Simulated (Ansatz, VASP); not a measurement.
# Cross-check of MoPRu between VASP and Ansatz

Aim: how closely do two programs agree when they are given the same cell, functional and k mesh? The cell is taken from a series of runs on this material, whose earlier steps may have relaxed, scaled, displaced or heated it; both programs get it as it stands.

Calculated with Ansatz 0.2.0; plane waves, with VASP 6.6.1 beside it; relaxation of cell and atoms at PBEsol.

## Step 1: Set-up

Symmetry: Pnma, No. 62, orthorhombic system. Conventional cell: a = 5.965 Å, b = 3.860 Å, c = 6.911 Å, α = 90.00°, β = 90.00°, γ = 90.00°. Nearest to Mo lie 5 P at 2.41 to 2.76 Å. Nearest to P lie 4 Ru at 2.28 to 2.40 Å and 5 Mo at 2.41 to 2.76 Å. Ru has 4 P at 2.28 to 2.40 Å nearest. Farther neighbours are not listed.

Coordinates:

```cif
data_structure
_symmetry_space_group_name_H-M 'Pnma'
_symmetry_Int_Tables_number 62
_cell_length_a 5.9646
_cell_length_b 3.8603
_cell_length_c 6.9115
_cell_angle_alpha 90.000
_cell_angle_beta 90.000
_cell_angle_gamma 90.000
_cell_volume 159.14
loop_
_atom_site_label
_atom_site_type_symbol
_atom_site_symmetry_multiplicity
_atom_site_Wyckoff_symbol
_atom_site_fract_x
_atom_site_fract_y
_atom_site_fract_z
_atom_site_occupancy
Mo1 Mo 4 c 0.02499 0.25000 0.32914 1
P1 P 4 c 0.75430 0.25000 0.88377 1
Ru1 Ru 4 c 0.14053 0.25000 0.93174 1
```

## Step 2: Ansatz: relaxation of cell and atoms, PBEsol

Ansatz runs on its PAW soft_1 files.

The relaxed volume is the usual yardstick between codes: in a stiff, nearly cubic crystal its relative difference is about their pressure difference at one cell divided by the bulk modulus.

input.yaml reads:

```yaml
crystal:
  lattice:
    - [5.9645844151, 0.0, 0.0]
    - [0.0, 3.8602571843, 0.0]
    - [0.0, 0.0, 6.9114948879]
  atoms:
    - { symbol: Mo, position: [0.024994479, 0.25, 0.8291361752] }
    - { symbol: Mo, position: [0.475005521, 0.75, 0.3291361752] }
    - { symbol: Mo, position: [0.524994479, 0.25, 0.6708638248] }
    - { symbol: Mo, position: [0.975005521, 0.75, 0.1708638248] }
    - { symbol: P, position: [0.7542995133, 0.25, 0.3837740119] }
    - { symbol: P, position: [0.7457004867, 0.75, 0.8837740119] }
    - { symbol: P, position: [0.2542995133, 0.25, 0.1162259881] }
    - { symbol: P, position: [0.2457004867, 0.75, 0.6162259881] }
    - { symbol: Ru, position: [0.1405291373, 0.25, 0.4317449242] }
    - { symbol: Ru, position: [0.3594708627, 0.75, 0.9317449242] }
    - { symbol: Ru, position: [0.6405291373, 0.25, 0.0682550758] }
    - { symbol: Ru, position: [0.8594708627, 0.75, 0.5682550758] }
kpoints:
  mp_grid: { grid: [5, 8, 4] }
hamiltonian:
  xc: pbesol
  pseudopotentials: { kind: paw, azcp: { folder: soft_1 }, xc_functional: pbe }
scf:
  occupations: { method: methfessel_paxton, width: 0.2 }
output:
  forces: true
  stress: true
  eigenvalues: true
relax:
  adjacent_minimum: "off"
  f_tol: 0.001
  max_steps: 60
  cell: { stress_tol: 0.01 }
```

Launch:

```bash
> ansatz run input.yaml --threads 16 --pin off --max-ram 92160MiB --backend cuda --events-out ev --progress --plain --runs-dir out --max-vram 78GiB
```

Numbers of over 12 decimals in the logs are rounded to 6 here.

Output:

```text
Engine: ansatz 0.2.0, aarch64-unknown-linux-gnu
Pseudopotentials: kind: paw
Pseudopotential: Mo, paw, valence charge 14, recommended cutoff 420 eV (normal), soft_1/Mo.paw.azcp
Pseudopotential: P, paw, valence charge 5, recommended cutoff 420 eV (normal), soft_1/P.paw.azcp
Pseudopotential: Ru, paw, valence charge 16, recommended cutoff 420 eV (normal), soft_1/Ru.paw.azcp
Functional definition: PBEsol
  exchange = pbesol_x
  correlation = pbesol_c
concurrent solve slots: 15 of 16 are kept, ahead of what memory takes: no pass of the eigensolver takes more rounds on 15
[...]
Crystal: 12 atoms, lattice volume = 159.136 Å³
Basis set: ecut = 420 eV, 3109 PW (Γ), exchange–correlation on 80×54×96 points (8 copies of the dense FFT grid, shifted against one another)
Bands: 84, of which v1, the nominal top of the filled ones, is band 70 counted from 1 (69 counted from 0)
Symmetry: 8 space group operations
Space group: Pnma (ITA 62), of the structure as read, at distance tolerance 5.4e-5 Å
k-points: 45 of 160
Non-local potential: Mo, projectors of the file, l = 0: 3, l = 1: 2, l = 2: 2, l = 3: 1
Non-local potential: P, projectors of the file, l = 0: 2, l = 1: 2, l = 2: 1
Non-local potential: Ru, projectors of the file, l = 0: 3, l = 1: 2, l = 2: 2, l = 3: 1
PAW form: soft (Blöchl's): semilocal exchange-correlation on the pseudo side does not see the compensation charge
PAW frozen core: Mo, regenerated for the run's functional, and the local potential with it (the file was generated under x = pbe(κ = 0.804, μ = 0.219515), c = pbe(β = 0.066725))
PAW frozen core: P, regenerated for the run's functional, and the local potential with it (the file was generated under x = pbe(κ = 0.804, μ = 0.219515), c = pbe(β = 0.066725))
PAW frozen core: Ru, regenerated for the run's functional, and the local potential with it (the file was generated under x = pbe(κ = 0.804, μ = 0.219515), c = pbe(β = 0.066725))
PAW one-centre angular grid: Mo, 590 points (default); XC on 64 Gauss nodes
PAW one-centre angular grid: P, 110 points (default); XC on 64 Gauss nodes
PAW one-centre angular grid: Ru, 590 points (default); XC on 64 Gauss nodes
Initial density: superposition of atomic densities (chi_scale 0.1, normalization cell, long waves kept (reshape's long-wave potential 0.00 eV rms))
Initial wavefunctions: pseudopotential atomic-orbital guess
[...]
Functional: x = pbesol(κ = 0.804, μ = 0.123457), c = pbesol(β = 0.046)
SCF iter   1: F=—  HF=-45830.420550 eV  |F-HF|=—  |Δ(HF+E_count)|=         —  Δρ=1.06e-1  dr2=2.28e1  ethr=3.10e-3  ⟨swp⟩=5.3  Hψ=13609  notcnv=0
preconditioner: auto → Kerker (q_TF=auto, 2.671 Å⁻¹)  [metal: Δε(μ)=0.030 eV  Ē_g=6.971 eV  σ=0.200 eV  W_gap=0.13  n_scr=54 (ndim 8)  ℏωp=25.7 eV  f_vac=0.000  D(μ)=9.98/eV (n_scr^D=100)]
SCF iter   2: F=—  HF=-45825.009459 eV  |F-HF|=—  |Δ(HF+E_count)|=    5.41e0  S|Δr|=    0.00e0  Δρ=5.02e-2  dr2=5.08e0  ethr=3.10e-3  ⟨swp⟩=2.6  Hψ=6947  notcnv=0  defer=208
[...]
SCF iter   8: F=-45823.644462 eV  HF=-45823.644462 eV  |F-HF|=1.07e-8  |Δ(HF+E_count)|=   6.48e-8  S|Δr|=    0.00e0  Δρ=2.51e-6  dr2=1.43e-8  ethr=7.14e-11  ⟨swp⟩=11.4  Hψ=15904  notcnv=0
SCF 1 converged in 8 iterations: F = -45823.644462 eV  dr2 = 1.43e-8
  greatest PAW one-centre occupation: 1.000 electrons in one spin orbital (limit 2), on the Ru atom at site 11 (counted from 0), in its partial waves of l = 0
relax step   1: F+E_penalty+E_count = -45823.64446220 eV  Δ(F+E_penalty+E_count) = +0.000e0 eV  max|allowed force component| = 2.442e-2 eV/Å  Δτ_max = 0.0000 Å  P = -0.089 GPa  Ω = 159.136 Å³  (8 SCF iters, dr2 threshold 1.00e-7 eV, accepted)
concurrent solve slots: 15 of 16 are kept, ahead of what memory takes: no pass of the eigensolver takes more rounds on 15
[...]
Crystal: 12 atoms, lattice volume = 159.052 Å³
Basis set: ecut = 420 eV, 3113 PW (Γ), exchange–correlation on 80×54×96 points (8 copies of the dense FFT grid, shifted against one another)
[...]
iter 1 solved again at ethr=4.54e-7 eV; its pass at ethr=3.10e-3 eV (dr2=6.35e-4 eV) is discarded
[...]
SCF 2 converged in 4 iterations: F = -45823.645019 eV  dr2 = 1.69e-7
[...]
SCF 3 converged in 4 iterations: F = -45823.645462 eV  dr2 = 1.84e-8
[...]
SCF 4 converged in 5 iterations: F = -45823.645452 eV  dr2 = 3.86e-9
[...]
SCF 5 converged in 4 iterations: F = -45823.645615 eV  dr2 = 3.11e-8
[...]
SCF 6 converged in 4 iterations: F = -45823.645597 eV  dr2 = 9.84e-10
[...]
SCF 7 converged in 4 iterations: F = -45823.645609 eV  dr2 = 3.57e-10
[...]
SCF 8 converged in 5 iterations: F = -45823.645580 eV  dr2 = 1.07e-12
[...]
SCF converged after 5 iterations
[...]
k-point 0: bands = ["-52.2165", "-52.2157", "-52.1640", "-52.1639", "-40.5088", "-40.4913", "-40.4790", "-40.4604", "-22.4035", "-22.3962", "-22.3942", "-22.3878", "-22.3848", "-22.3814", "-22.3099", "-22.3079", "-22.1576", "-22.1547", "-22.1540", "-22.1504", "-14.8055", "-14.7862", "-14.7340", "-14.7039", "-14.6601", "-14.6417", "-14.5921", "-14.5484", "-14.5463", "-14.5313", "-14.5232", "-14.5198", "7.0364", "8.3 [...]
  k-point 1: bands = ["-52.2164", "-52.2158", "-52.1640", "-52.1639", "-40.5072", "-40.4962", "-40.4740", "-40.4621", "-22.4031", "-22.3978", "-22.3922", "-22.3868", "-22.3856", "-22.3823", "-22.3096", "-22.3081", "-22.1565", "-22.1546", "-22.1541", "-22.1514", "-14.8020", "-14.7875", "-14.7290", "-14.7091", "-14.6585", "-14.6458", "-14.5834", "-14.5531", "-14.5416", "-14.5329", "-14.5255", "-14.5248", "7.2063", "8.1 [...]
  k-point 2: bands = ["-52.2161", "-52.2161", "-52.1639", "-52.1639", "-40.5028", "-40.5028", "-40.4670", "-40.4670", "-22.4010", "-22.4010", "-22.3884", "-22.3884", "-22.3846", "-22.3846", "-22.3088", "-22.3088", "-22.1544", "-22.1544", "-22.1539", "-22.1539", "-14.7937", "-14.7937", "-14.7189", "-14.7189", "-14.6533", "-14.6533", "-14.5664", "-14.5664", "-14.5324", "-14.5324", "-14.5323", "-14.5323", "7.6482", "7.6 [...]
  k-point 44: bands = ["-52.1896", "-52.1896", "-52.1895", "-52.1895", "-40.4865", "-40.4865", "-40.4808", "-40.4808", "-22.4290", "-22.4290", "-22.4284", "-22.4284", "-22.3518", "-22.3518", "-22.3502", "-22.3502", "-22.1295", "-22.1295", "-22.1293", "-22.1293", "-14.7561", "-14.7561", "-14.7361", "-14.7361", "-14.6811", "-14.6811", "-14.6346", "-14.6346", "-14.5216", "-14.5216", "-14.5191", "-14.5191", "8.6013", "8. [...]
--- Relaxed structure (7 steps of the walk, 7 accepted, 1 SCFs on fresh bases) ---
  F+E_penalty+E_count = -45823.64558038 eV   max|allowed force component| = 2.879e-4 eV/Å   (the final SCF, on the basis selected at the relaxed cell)
  cell:  # Å, volume = 159.0698 Å³
    - [5.973033, 0, 0]
    - [0, 3.850778, -3.9171930015758725e-19]
    - [0, -7.01343410885166e-19, 6.915832]
  atoms:
    - { symbol: Mo, position: [0.025528, 0.25, 0.829549] }
    - { symbol: Mo, position: [0.474472, 0.75, 0.329549] }
    - { symbol: Mo, position: [0.525528, 0.25, 0.670451] }
    - { symbol: Mo, position: [0.974472, 0.75, 0.170451] }
    - { symbol: P, position: [0.754946, 0.25, 0.383341] }
    - { symbol: P, position: [0.745054, 0.75, 0.883341] }
    - { symbol: P, position: [0.254946, 0.25, 0.116659] }
    - { symbol: P, position: [0.245054, 0.75, 0.616659] }
    - { symbol: Ru, position: [0.140864, 0.25, 0.431943] }
    - { symbol: Ru, position: [0.359136, 0.75, 0.931943] }
    - { symbol: Ru, position: [0.640864, 0.25, 0.068057] }
    - { symbol: Ru, position: [0.859136, 0.75, 0.568057] }
```

(Continued in part 2 of 2.)

[Lines on the potential files, build, host, timing and source positions are cut from VASP's logs without a mark.]

[Logs are printed without paths, hosts, clocks, repeated set-up lines and the standing remarks that a program may print on its own settings, such as how far it seeks lower states.]

[Hosts, paths, dates, database ids (printed as entryN), source tags and the programs' standing remarks are cut or masked in the printed files.]
